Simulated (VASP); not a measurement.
Output of a VASP run:

OSZICAR:
```
       N       E                     dE             d eps       ncg     rms          rms(c)
DAV:   1     0.754538670595E+02    0.75454E+02   -0.85700E+03  1550   0.120E+03
DAV:   2    -0.293933887034E+02   -0.10485E+03   -0.98996E+02  1874   0.256E+02
DAV:   3    -0.336498384950E+02   -0.42564E+01   -0.42443E+01  1754   0.564E+01
DAV:   4    -0.336859409259E+02   -0.36102E-01   -0.36098E-01  1784   0.571E+00
DAV:   5    -0.336864854985E+02   -0.54457E-03   -0.54457E-03  1799   0.699E-01    0.744E+00
DAV:   6    -0.285830920645E+02    0.51034E+01   -0.45607E+00  1534   0.259E+01    0.707E+00
DAV:   7    -0.286408393817E+02   -0.57747E-01   -0.23325E-01  1559   0.651E+00    0.423E+00
DAV:   8    -0.285813921553E+02    0.59447E-01   -0.22498E-01  1539   0.519E+00    0.125E+00
DAV:   9    -0.286256448162E+02   -0.44253E-01   -0.50640E-02  1559   0.255E+00    0.456E-01
DAV:  10    -0.286321309470E+02   -0.64861E-02   -0.65922E-03  1559   0.114E+00    0.225E-01
DAV:  11    -0.286325819003E+02   -0.45095E-03   -0.48613E-03  1669   0.652E-01    0.131E-01
DAV:  12    -0.286328304153E+02   -0.24852E-03   -0.98993E-04  1559   0.327E-01    0.667E-02
DAV:  13    -0.286328923109E+02   -0.61896E-04   -0.48843E-04  1549   0.325E-01    0.469E-02
DAV:  14    -0.286330285030E+02   -0.13619E-03   -0.44497E-05  1614   0.671E-02    0.404E-02
DAV:  15    -0.286330337140E+02   -0.52110E-05   -0.51768E-05  1569   0.948E-02    0.701E-03
DAV:  16    -0.286330345988E+02   -0.88471E-06   -0.36063E-06  1599   0.214E-02    0.204E-03
DAV:  17    -0.286330350272E+02   -0.42850E-06   -0.26874E-07  1688   0.583E-03    0.211E-03
DAV:  18    -0.286330349990E+02    0.28267E-07   -0.26772E-08   932   0.251E-03
   1 F= -.28633035E+02 E0= -.28633035E+02  d E =-.285311E-12
```

OUTCAR:
```
------------------------ aborting loop because EDIFF is reached ----------------------------------------
  FORCE on cell =-STRESS in cart. coord.  units (eV):
  Direction    XX          YY          ZZ          XY          YZ          ZX
  --------------------------------------------------------------------------------------
  Total        0.3859291      0.5441118      0.5441118      0.0000000      0.0000000      0.0000000
  in kB       15.0317549     21.1928959     21.1928959      0.0000000      0.0000000      0.0000000
  external PRESSURE =      19.1391822 kB  Pullay stress =       0.0000000 kB
  volume of cell :       41.13
      direct lattice vectors                 reciprocal lattice vectors
     0.000000000  2.726077560  2.726077560    -0.180662505  0.183413710  0.183413710
     2.767591431  0.000000000  2.726077560     0.180662505 -0.183413710  0.183413710
     2.767591431  2.726077560  0.000000000     0.180662505  0.183413710 -0.183413710
  FREE ENERGIE OF THE ION-ELECTRON SYSTEM (eV)
  ---------------------------------------------------
  free  energy   TOTEN  =       -28.6330349990 eV

  energy  without entropy=      -28.6330349990  energy(sigma->0) =      -28.63303500
```
(Selected blocks of OUTCAR.)

POSCAR:
```
AgCl
1
    0.0000000000     2.7260775597     2.7260775597
    2.7675914312     0.0000000000     2.7260775597
    2.7675914312     2.7260775597     0.0000000000
Ag Cl
1 1
Direct
  0.0000000000   1.0000000000   0.0000000000
  0.5000000000   0.5000000000   0.5000000000
```

Task: Write an INCAR and KPOINTS that could have produced this output.

Result: One answer among several that fit: the input of the run itself, r2SCAN meta-GGA, plane waves, VASP's PBE PAW potentials (set 64).

**INCAR**
```
ALGO=Normal
EDIFF=1E-7
ENCUT=480
ISIF=2
ISMEAR=0
LASPH=.TRUE.
LCHARG=.FALSE.
LMAXMIX=4
LMIXTAU=.TRUE.
LREAL=.FALSE.
LWAVE=.FALSE.
METAGGA=R2SCAN
NELM=100
PREC=Accurate
SIGMA=0.05
SYSTEM=AgCl
```

### KPOINTS
```
Automatic mesh
0
Gamma
8 8 8
0 0 0
```

POTCAR, in this order: Ag Cl (PBE.64 set). Program: vasp_std.

The compound is AgCl in the rock salt structure. This cell was strained or had an atom moved on purpose.
